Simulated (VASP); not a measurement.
Output of a VASP run:

File OSZICAR:
```
       N       E                     dE             d eps       ncg     rms          rms(c)
DAV:   1     0.994716892704E+02    0.99472E+02   -0.75676E+03   776   0.135E+03
DAV:   2     0.144646232580E+00   -0.99327E+02   -0.93033E+02   899   0.313E+02
DAV:   3    -0.622375095427E+01   -0.63684E+01   -0.63401E+01   917   0.775E+01
DAV:   4    -0.633805950119E+01   -0.11431E+00   -0.11420E+00   945   0.110E+01
DAV:   5    -0.634029761430E+01   -0.22381E-02   -0.22379E-02   964   0.148E+00    0.256E+00
DAV:   6    -0.616654554526E+01    0.17375E+00   -0.30007E-01   966   0.473E+00    0.197E+00
DAV:   7    -0.614873145164E+01    0.17814E-01   -0.97411E-02   887   0.272E+00    0.125E+00
DAV:   8    -0.615180997845E+01   -0.30785E-02   -0.68776E-03   836   0.107E+00    0.209E-01
DAV:   9    -0.615176179368E+01    0.48185E-04   -0.15189E-04   942   0.168E-01    0.734E-02
DAV:  10    -0.615181193988E+01   -0.50146E-04   -0.90671E-05   866   0.156E-01    0.804E-03
DAV:  11    -0.615181263221E+01   -0.69233E-06   -0.96086E-06   897   0.469E-02
   1 F= -.21397314E+01 E0= -.21397314E+01  d E =-.213973E+01
```

OUTCAR:
```
------------------------ aborting loop because EDIFF is reached ----------------------------------------
  FORCE on cell =-STRESS in cart. coord.  units (eV):
  Direction    XX          YY          ZZ          XY          YZ          ZX
  --------------------------------------------------------------------------------------
  Total        4.0142216      4.0142216      4.0142216      0.0000000      0.0000000      0.0000000
  in kB      200.1066920    200.1066920    200.1066920      0.0000000      0.0000000      0.0000000
  external PRESSURE =       0.1066920 kB  Pullay stress =     200.0000000 kB
  volume of cell :       32.14
      direct lattice vectors                 reciprocal lattice vectors
     0.000000000  2.523520115  2.523520115    -0.198135928  0.198135928  0.198135928
     2.523520115  0.000000000  2.523520115     0.198135928 -0.198135928  0.198135928
     2.523520115  2.523520115  0.000000000     0.198135928  0.198135928 -0.198135928
  FREE ENERGIE OF THE ION-ELECTRON SYSTEM (eV)
  ---------------------------------------------------
  free  energy   TOTEN  =        -6.1518126322 eV

  energy  without entropy=       -6.1518126322  energy(sigma->0) =       -6.15181263
  enthalpy is  TOTEN    =        -2.1397313623 eV   P V=        4.0120812699

 reached required accuracy - stopping structural energy minimisation
```
(Selected blocks of OUTCAR.)

File POSCAR:
```
NaCl
1
    0.0000000000     2.5235201153     2.5235201153
    2.5235201153     0.0000000000     2.5235201153
    2.5235201153     2.5235201153    -0.0000000000
Na Cl
1 1
Direct
  0.0000000000   0.0000000000   0.0000000000
  0.5000000000   0.5000000000   0.5000000000
```

Task: Reconstruct the remaining input files.

Result: Several could match; the one computed here: the input of the run itself, PBE GGA, plane waves, VASP's PBE PAW potentials (set 64).

### INCAR
```
SYSTEM = NaCl
PREC = Accurate; ENCUT = 500; LREAL = .FALSE.
LASPH = .TRUE.
EDIFF = 1E-6; NELM = 100; ALGO = Normal
ISMEAR = 0; SIGMA = 0.05
GGA = PE
IBRION = 2; NSW = 40; ISIF = 3
EDIFFG = -0.02; PSTRESS = 200
LWAVE = .FALSE.; LCHARG = .FALSE.
```

File KPOINTS:
```
Automatic mesh
0
Gamma
  9 9 9
0 0 0
```

POTCAR, in this order: Na_pv Cl (PBE.64 set). Program: vasp_std.

The compound is NaCl in the rock salt structure. It was relaxed first under an external pressure of 20 GPa.
